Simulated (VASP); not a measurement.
# KSiTe2 (P-3m1) in VASP: a series of runs

One crystal, KSiTe2, is run at these levels: PBE, PBEsol; tasks: relaxation of cell and atoms, relaxation of the atoms.

All numbers are computed with VASP 6.6.1; they aren't measurements. Logs are shortened: lines on timing, memory, paths and dates and some standing lists are left out, and cuts for length are marked.

### Step 1. The crystal as given

It takes space group P-3m1 (No. 164, trigonal). The conventional cell has a = 4.120 Å, b = 4.120 Å, c = 8.319 Å, α = 90.00°, β = 90.00°, γ = 120.00°. Around K (site symmetry -3m) lie 6 Te at 3.54 Å. Si (site symmetry -3m) is surrounded by 6 Te at 2.83 Å. Around Te (site symmetry 3m) lie 3 Si at 2.83 Å.

The cell was built by a generator and needn't be a form met in nature.

### Step 2. Relaxation of cell and atoms, PBE

File INCAR:

```
SYSTEM = KSiTe2
ALGO = Normal
EDIFF = 1E-6
EDIFFG = -0.01
ENCUT = 600
GGA = PE
IBRION = 2
ISIF = 3
ISMEAR = 0
LASPH = .TRUE.
LCHARG = .FALSE.
LREAL = .FALSE.
LWAVE = .FALSE.
NELM = 60
NSW = 60
PREC = Accurate
SIGMA = 0.05
```

File KPOINTS:

```
k-points
0
G
  8 8 4
  0 0 0
```

File POSCAR:

```
KSiTe2
1.0
    4.1198900000      0.0000000000      0.0000000000
   -2.0599400000      3.5679300000      0.0000000000
    0.0000000000      0.0000000000      8.3186500000
K Si Te
1 1 2
Direct
    0.0000000000      0.0000000000      0.5000000000
    0.0000000000      0.0000000000      0.0000000000
    0.6666700000      0.3333300000      0.8146100000
    0.3333300000      0.6666700000      0.1853900000
```

Potentials or basis: VASP PAW PBE potentials, release 64 (K_sv, Si, Te).

The run is started by

```bash
$ cat potpaw_PBE.64/K_sv/POTCAR potpaw_PBE.64/Si/POTCAR potpaw_PBE.64/Te/POTCAR > POTCAR
$ mpirun -np 1 vasp_std > vasp.out
```

OUTCAR:

```text
SYSTEM = KSiTe2
   EDIFF = 1E-6
   EDIFFG = -0.01
   ENCUT = 600
   GGA = PE
   IBRION = 2
   ISIF = 3
   ISMEAR = 0
   LASPH = .TRUE.
   LREAL = .FALSE.
   NELM = 60
   NSW = 60
   PREC = Accurate

 ion  position               nearest neighbor table
   1  0.000  0.000  0.500-   3 3.54   4 3.54   4 3.54   3 3.54   3 3.54   4 3.54
   2  0.000  0.000  0.000-   3 2.83   4 2.83   4 2.83   3 2.83   3 2.83   4 2.83
   3  0.667  0.333  0.815-   2 2.83   2 2.83   2 2.83   1 3.54   1 3.54   1 3.54
   4  0.333  0.667  0.185-   2 2.83   2 2.83   2 2.83   1 3.54   1 3.54   1 3.54

  LATTYP: Found a hexagonal cell.
 ALAT       =     4.1198900000
 C/A-ratio  =     2.0191437150

  Lattice vectors:

 A1 = (   4.1198900000,   0.0000000000,   0.0000000000)
 A2 = (  -2.0599400000,   3.5679300000,   0.0000000000)
 A3 = (   0.0000000000,   0.0000000000,   8.3186500000)

Analysis of symmetry for initial positions (statically):
=====================================================================
 Subroutine PRICEL returns:
 Original cell was already a primitive cell.

 Routine SETGRP: Setting up the symmetry group for a
 hexagonal supercell.

 Subroutine GETGRP returns: Found  4 space group operations
 (whereof  4 operations were pure point group operations)
 out of a pool of 24 trial point group operations.

The static configuration has the point symmetry C_2h.

Analysis of symmetry for dynamics (positions and initial velocities):
=====================================================================
 Subroutine PRICEL returns:
 Original cell was already a primitive cell.

 Routine SETGRP: Setting up the symmetry group for a
 hexagonal supercell.

 Subroutine GETGRP returns: Found  4 space group operations
 (whereof  4 operations were pure point group operations)
 out of a pool of 24 trial point group operations.

The dynamic configuration has the point symmetry C_2h.

 Subroutine INISYM returns: Found  4 space group operations
 (whereof  4 operations are pure point group operations),
 and found     1 'primitive' translations

----------------------------------------------------------------------------------------

                                     Primitive cell

  volume of cell :     122.2798

  direct lattice vectors                    reciprocal lattice vectors
     4.119890000  0.000000000  0.000000000     0.242724927  0.140136938  0.000000000
    -2.059940000  3.567930000  0.000000000     0.000000000  0.280274557  0.000000000
     0.000000000  0.000000000  8.318650000     0.000000000  0.000000000  0.120211813

  length of vectors
     4.119890000  4.119888019  8.318650000     0.280274422  0.280274557  0.120211813

  position of ions in fractional coordinates (direct lattice)
     0.000000000  0.000000000  0.500000000
     0.000000000  0.000000000  0.000000000
     0.666670000  0.333330000  0.814610000
     0.333330000  0.666670000  0.185390000

  ion indices of the primitive-cell ions
   primitive index   ion index
                 1           1
                 2           2
                 3           3
                 4           4

----------------------------------------------------------------------------------------

 KPOINTS: k-points

Automatic generation of k-mesh.
 Grid dimensions read from file:
 generate k-points for:    8    8    4

 Generating k-lattice:

  Cartesian coordinates                     Fractional coordinates (reciprocal lattice)
     0.030340616  0.017517117  0.000000000     0.125000000  0.000000000  0.000000000
     0.000000000  0.035034320  0.000000000     0.000000000  0.125000000  0.000000000
     0.000000000  0.000000000  0.030052953     0.000000000  0.000000000  0.250000000

  Length of vectors
     0.035034303  0.035034320  0.030052953

  Shift w.r.t. Gamma in fractional coordinates (k-lattice)
     0.000000000  0.000000000  0.000000000

 Subroutine IBZKPT returns following result:
 ===========================================

 Found     78 irreducible k-points:

 Following reciprocal coordinates:
            Coordinates               Weight
  0.000000  0.000000  0.000000      1.000000
  0.125000  0.000000  0.000000      4.000000
 -0.125000  0.125000  0.000000      2.000000
  0.250000  0.000000  0.000000      4.000000
 -0.250000  0.250000  0.000000      2.000000
  0.375000  0.000000  0.000000      4.000000
[... 16 lines left out ...]
  0.125000  0.000000  0.250000      4.000000
  0.000000  0.125000  0.250000      4.000000
 [... further k-points ...]
   k-points           NKPTS =     78   k-points in BZ     NKDIM =     78   number of bands    NBANDS=     16
   number of dos      NEDOS =    301   number of ions     NIONS =      4
   total plane-waves  NPLWV =  90720
   dimension x,y,z NGX =    36 NGY =   36 NGZ =   70
   dimension x,y,z NGXF=    72 NGYF=   72 NGZF=  140
   ions per type =               1   1   2
   NGX,Y,Z   is equivalent  to a cutoff of  14.53, 14.53, 13.99 a.u.
   NGXF,Y,Z  is equivalent  to a cutoff of  29.05, 29.05, 27.98 a.u.
 SYSTEM =  KSiTe2
   PREC   = accura    normal or accurate (medium, high low for compatibility)
   ISTART =      0    job   : 0-new  1-cont  2-samecut
   ICHARG =      2    charge: 1-file 2-atom 10-const
   ISPIN  =      1    spin polarized calculation?
   LNONCOLLINEAR =      F non collinear calculations
   LSORBIT =      F    spin-orbit coupling
   LASPH  =      T    aspherical Exc in radial PAW
   ENCUT  =  600.0 eV  44.10 Ry    6.64 a.u.   8.23  8.23 16.61*2*pi/ulx,y,z
   NELM   =     60;   NELMIN=  2; NELMDL= -5     # of ELM steps
   EDIFF  = 0.1E-05   stopping-criterion for ELM
   LREAL  =      F    real-space projection
   EDIFFG = -.1E-01   stopping-criterion for IOM
   NSW    =     60    number of steps for IOM
   IBRION =      2    ionic relax: 0-MD 1-quasi-New 2-CG
   NFREE  =      1    steps in history (QN), initial steepest desc. (CG)
   ISIF   =      3    stress and relaxation
   ISYM   =      2    0-nonsym 1-usesym 2-fastsym
   POTIM  = 0.5000    time-step for ionic-motion
   TEBEG  =    0.0;   TEEND  =   0.0 temperature during run
   PSTRESS=    0.0 pullay stress
   NELECT =      25.0000    total number of electrons
   NUPDOWN=      -1.0000    fix difference up-down
   EMIN   =  10.00;   EMAX   =-10.00  energy-range for DOS
   EFERMI =   0.00;   METHOD = LEGACY
   ISMEAR =     0;   SIGMA  =   0.05  broadening in eV -4-tet -1-fermi 0-gaus
   EFERMI_NEDOS =   21; number of points for ismear=-14 and -15
   IALGO  =     38    algorithm
   IMIX   =      4    mixing-type and parameters
     AMIX     =   0.40;   BMIX     =  1.00
     AMIX_MAG =   1.60;   BMIX_MAG =  1.00
  volume/ion in A,a.u.               =      30.57       206.30
  Fermi-wavevector in a.u.,A,eV,Ry     =   0.964428  1.822505 12.655075  0.930122
  Thomas-Fermi vector in A             =   2.094059
   LORBIT       =      0    0 simple, 1 ext, 2 COOP (PROOUT), +10 PAW based schemes
   GGA     = PE    functional components
   LHFCALC =     F    Hartree Fock is set to
   AEXX    =    0.0000 exact exchange contribution
   IVDW    =     0    specifies the selected vdW correction
   LEPSILON=     F    determine dielectric tensor
   LRPA    =     F    only Hartree local field effects (RPA)
 conjugate gradient relaxation of ions
 non-spin polarized calculation
 Gauss-broadening in eV      SIGMA  =   0.05
  energy-cutoff  :      600.00
  volume of cell :      122.28
 maximum number of plane-waves:      4119
 NGX is ok and might be reduce to    36
   NGX = 17   NGY = 17   NGZ = 33

--------------------------------------- Ionic step        1  -------------------------------------------

 number of electron      25.0000000 magnetization

 Free energy of the ion-electron system (eV)
  ---------------------------------------------------
  ext. energy  EPLUGINS =         0.00000000
  ---------------------------------------------------
  free energy    TOTEN  =       -13.99578331 eV

  energy without entropy =      -13.99045241  energy(sigma->0) =      -13.99311786

------------------------ aborting loop because EDIFF is reached ----------------------------------------

  FORCE on cell =-STRESS in cart. coord.  units (eV):
  Direction    XX          YY          ZZ          XY          YZ          ZX
  --------------------------------------------------------------------------------------
  -------------------------------------------------------------------------------------
  Total        0.0598030      0.0596716     -0.0833792     -0.0001137     -0.0000888      0.0001538
  in kB        0.7835718      0.7818500     -1.0924805     -0.0014903     -0.0011631      0.0020151
  external PRESSURE =       0.1576471 kB  Pullay stress =       0.0000000 kB

 VOLUME and BASIS-vectors are now :
 -----------------------------------------------------------------------------
  energy-cutoff  :      600.00
  volume of cell :      122.28
      direct lattice vectors                 reciprocal lattice vectors
     4.119890000  0.000000000  0.000000000     0.242724927  0.140136938  0.000000000
    -2.059940000  3.567930000  0.000000000     0.000000000  0.280274557  0.000000000
     0.000000000  0.000000000  8.318650000     0.000000000  0.000000000  0.120211813
[... 39 lines left out ...]
 POSITION                                       TOTAL-FORCE (eV/Angst)
 -----------------------------------------------------------------------------------
      4.12287     -0.00001      4.15515        -0.000000      0.000000     -0.000000
      4.12286     -0.00001      0.00001         0.000000      0.000000     -0.000000
      2.06146      1.19015      6.77000        -0.000043      0.000025      0.001703
     -0.00001      2.38034      1.54029         0.000043     -0.000025     -0.001703
 -----------------------------------------------------------------------------------
    total drift:                               -0.000000      0.000000      0.000000

  FREE ENERGIE OF THE ION-ELECTRON SYSTEM (eV)
  ---------------------------------------------------
  free  energy   TOTEN  =       -13.9959139082 eV

  energy  without entropy=      -13.9905768390  energy(sigma->0) =      -13.99324537

--------------------------------------- Ionic step        3  -------------------------------------------

 number of electron      25.0000000 magnetization

 Free energy of the ion-electron system (eV)
  ---------------------------------------------------
  ext. energy  EPLUGINS =         0.00000000
  ---------------------------------------------------
  free energy    TOTEN  =       -13.99595801 eV

  energy without entropy =      -13.99059864  energy(sigma->0) =      -13.99327833

 E-fermi :   4.7275     XC(G=0):  -8.7216

 val. band max:        4.7062332675   @ k =  -0.2500   0.2500   0.2500
 cond. band min:       4.7351829376   @ k =  -0.2500  -0.1250   0.2500
 fundamental gap:      0.0289496701
 Fermi energy:         4.7274968316

 k-point     1 :       0.0000    0.0000    0.0000
  band No.  band energies     occupation
      1     -26.4013      2.00000
      2      -9.9345      2.00000
      3      -9.8539      2.00000
      4      -9.8539      2.00000
      5      -8.0834      2.00000
      6      -6.3752      2.00000
[... 8 lines left out ...]
     15       6.6991      0.00000
     16       7.0130      0.00000
[... 419 lines left out ...]
 k-point    24 :       0.0000    0.1250    0.2500
  band No.  band energies     occupation
      1     -26.3990      2.00000
      2      -9.9299      2.00000
      3      -9.8864      2.00000
      4      -9.8606      2.00000
      5      -7.8947      2.00000
      6      -6.3640      2.00000
[... 8 lines left out ...]
     15       6.9701      0.00000
     16       7.1880      0.00000

 [... further k-points ...]

------------------------ aborting loop because EDIFF is reached ----------------------------------------

  FORCE on cell =-STRESS in cart. coord.  units (eV):
  Direction    XX          YY          ZZ          XY          YZ          ZX
  --------------------------------------------------------------------------------------
  -------------------------------------------------------------------------------------
  Total       -0.0058562     -0.0059431     -0.0142602     -0.0000752      0.0000394     -0.0000682
  in kB       -0.0766660     -0.0778027     -0.1866854     -0.0009845      0.0005155     -0.0008929
  external PRESSURE =      -0.1137180 kB  Pullay stress =       0.0000000 kB

 VOLUME and BASIS-vectors are now :
 -----------------------------------------------------------------------------
  energy-cutoff  :      600.00
  volume of cell :      122.38
      direct lattice vectors                 reciprocal lattice vectors
     4.125764629 -0.000011173  0.000015108     0.242379693  0.139938493 -0.000000594
    -2.062886983  3.573011986 -0.000015108     0.000000758  0.279876353  0.000000594
     0.000030497 -0.000017608  8.302112014    -0.000000441  0.000000255  0.120451278

 POSITION                                       TOTAL-FORCE (eV/Angst)
 -----------------------------------------------------------------------------------
     -2.06287      3.57300      4.15104         0.000000      0.000000      0.000000
     -2.06289      3.57301     -0.00002         0.000000      0.000000      0.000000
      2.06292      1.19097      6.76368        -0.000007      0.000004     -0.003646
     -0.00001      2.38201      1.53843         0.000007     -0.000004      0.003646
 -----------------------------------------------------------------------------------
    total drift:                               -0.000000      0.000000     -0.000000

  FREE ENERGIE OF THE ION-ELECTRON SYSTEM (eV)
  ---------------------------------------------------
  free  energy   TOTEN  =       -13.9959580130 eV

  energy  without entropy=      -13.9905986410  energy(sigma->0) =      -13.99327833

 reached required accuracy - stopping structural energy minimisation
```

Wall time 4.7 min (1 thread of Intel Xeon Platinum 8488C (Sapphire Rapids), shared host); peak memory 0.44 GiB.

Results:

```
Free energy                            : -13.9960 eV
Relaxed volume                         : 30.60 Å³/atom
Relaxed cell                           : a = 4.126 Å, b = 4.126 Å, c = 8.302 Å, α = 90.00°, β = 90.00°, γ = 120.00°
Space group after relaxing (to 0.05 Å) : P-3m1 (No. 164)
Energy gained by relaxing              : 0.0 meV/atom
Ionic steps                            : 3
Pressure after relaxing                : 0.0 GPa
Largest force after relaxing           : 0.004 eV/Å
Band gap on the k mesh                 : none (metal or under the smearing width)
```

Forces on the atoms (eV/Å):
```
K    0.000  0.000  0.000
Si   0.000  0.000  0.000
Te   0.000  0.000 -0.004
Te   0.000  0.000  0.004
```

The path:
| step | energy change (eV) | largest force (eV/Å) | pressure (GPa) | volume (Å³) |
| --- | --- | --- | --- | --- |
| 1 | 0.0000 | 0.0073 | 0.02 | 122.28 |
| 2 | -0.0001 | 0.0017 | 0.00 | 122.33 |
| 3 | -0.0002 | 0.0036 | -0.01 | 122.38 |

Final structure:
```
CELL_PARAMETERS angstrom
4.12576 -0.00001 0.00002
-2.06289 3.57301 -0.00002
0.00003 -0.00002 8.30211
ATOMIC_POSITIONS crystal
K 0.00000 0.00000 0.50000
Si 0.00000 0.00000 0.00000
Te 0.66667 0.33333 0.81469
Te 0.33333 0.66667 0.18531
```

Levels at points of the mesh, in eV from the Fermi level:
```csv
k point,band 8,band 9,band 10,band 11,band 12,band 13,band 14,band 15,band 16
"(0.00, 0.00, 0.00)",-1.59,-1.52,-1.52,-1.08,-1.08,-0.94,1.45,1.97,2.29
"(0.50, 0.00, 0.00)",-4.92,-3.25,-3.10,-1.93,-1.26,-1.18,1.94,3.08,3.46
"(0.50, 0.50, 0.00)",-4.92,-3.25,-3.10,-1.93,-1.26,-1.18,1.94,3.08,3.46
"(0.00, 0.00, 0.50)",-2.51,-1.55,-1.55,-1.03,-1.03,-0.29,1.29,2.14,2.14
"(0.50, 0.00, 0.50)",-5.05,-3.27,-3.14,-1.65,-1.12,-1.12,1.59,2.58,3.16
"(0.50, 0.50, 0.50)",-5.05,-3.27,-3.14,-1.65,-1.12,-1.12,1.59,2.58,3.16
```

### Step 3. Relaxation of the atoms, PBEsol

File INCAR:

```
PREC     = Accurate       # precision mode
ENCUT    = 520            # plane-wave cutoff, eV
EDIFF    = 1E-7           # SCF threshold, eV
ISMEAR   = 0              # smearing method
SIGMA    = 0.05           # smearing width, eV
LREAL    = False          # projectors in reciprocal space
LASPH    = True           # aspherical terms in the spheres
NELM     = 100            # most SCF steps
ALGO     = Normal         # electronic algorithm
ISIF     = 2              # what is computed and relaxed
LWAVE    = False          # write WAVECAR
LCHARG   = False          # write CHGCAR
GGA      = PS             # functional
IBRION   = 2              # ionic algorithm
NSW      = 60             # ionic steps
EDIFFG   = -0.005         # ionic threshold
```

File KPOINTS:

```
regular mesh
0
Gamma
  8 8 4
```

POSCAR is that of step 2.

Potentials or basis: VASP PAW PBE potentials, release 64 (K_sv, Si, Te).

The run is started by

```bash
$ cat potpaw_PBE.64/K_sv/POTCAR potpaw_PBE.64/Si/POTCAR potpaw_PBE.64/Te/POTCAR > POTCAR
$ mpirun -np 1 vasp_std > vasp.out
```

It took 4.5 min on 1 thread of Intel Xeon Platinum 8488C (Sapphire Rapids), shared host; peak memory 0.36 GiB.

It converged, with:

```
Free energy               : -15.2614 eV
Energy gained by relaxing : 0.6 meV/atom
Ionic steps               : 3
Pressure after relaxing   : -1.6 GPa
Band gap on the k mesh    : none (metal or under the smearing width)
```

Stress tensor (GPa, compression positive):
```
-1.62  0.00  0.00
 0.00 -1.62  0.00
 0.00  0.00 -1.54
```

Step by step:
```
step  energy change (eV)  largest force (eV/Å)  pressure (GPa)
   1              0.0000                0.1317           -1.75
   2             -0.0014                0.0862           -1.70
   3             -0.0024                0.0005           -1.59
```

Final structure:
```yaml
crystal:
  lattice:
    - [4.11989, 0.00000, 0.00000]
    - [-2.05994, 3.56793, 0.00000]
    - [0.00000, 0.00000, 8.31865]
  atoms:
    - { symbol: K, position: [0.00000, 0.00000, 0.50000] }
    - { symbol: Si, position: [0.00000, 0.00000, 0.00000] }
    - { symbol: Te, position: [0.66667, 0.33333, 0.81682] }
    - { symbol: Te, position: [0.33333, 0.66667, 0.18318] }
```

Levels at points of the mesh, in eV from the Fermi level:
```csv
k point,band 9,band 10,band 11,band 12,band 13,band 14,band 15,band 16
"(0.00, 0.00, 0.00)",-1.55,-1.55,-1.13,-1.13,-0.99,1.37,1.83,2.29
"(0.50, 0.00, 0.00)",-3.32,-3.11,-1.94,-1.30,-1.20,1.90,3.01,3.34
"(0.50, 0.50, 0.00)",-3.32,-3.11,-1.94,-1.30,-1.20,1.90,3.01,3.34
"(0.00, 0.00, 0.50)",-1.58,-1.58,-1.08,-1.08,-0.34,1.22,2.15,2.15
"(0.50, 0.00, 0.50)",-3.34,-3.16,-1.67,-1.14,-1.13,1.55,2.52,3.04
"(0.50, 0.50, 0.50)",-3.34,-3.16,-1.67,-1.14,-1.13,1.55,2.52,3.04
```

Caveat: the PAW data sets were made with another functional, which shifts forces and pressure a little. Spin-orbit coupling is left out, which matters for the levels of Te.

### Step 4. The reference run

An earlier run on the cell as given: functional PBE; potentials or basis VASP PAW PBE potentials, release 64 (K_sv, Si, Te); cutoff 520 eV; k mesh 8 × 8 × 4; occupations fermi-dirac, width 0.05 eV; no spin polarisation.

- Pressure: 0.0 GPa
- Band gap on the k mesh: none (metal or under the smearing width)

### Step 5. Summary

| task | level | cell | cutoff (eV) | smearing | gap on the mesh (eV) | pressure (GPa) |
| --- | --- | --- | --- | --- | --- | --- |
| relaxation of cell and atoms | PBE | relaxed | 600 | gaussian 0.05 eV | none | 0.0 |
| relaxation of the atoms | PBEsol | atoms relaxed | 520 | gaussian 0.05 eV | none | -1.6 |
| single point | PBE | as given | 520 | fermi-dirac 0.05 eV | none | 0.0 |

Alike in all rows: potentials or basis VASP PAW PBE potentials, release 64 (K_sv, Si, Te); no spin polarisation; k mesh 8 × 8 × 4.

Caveats: the PAW data sets were made with another functional, which shifts forces and pressure a little (some runs).

Absolute energies hang on the potentials; compare differences alone.
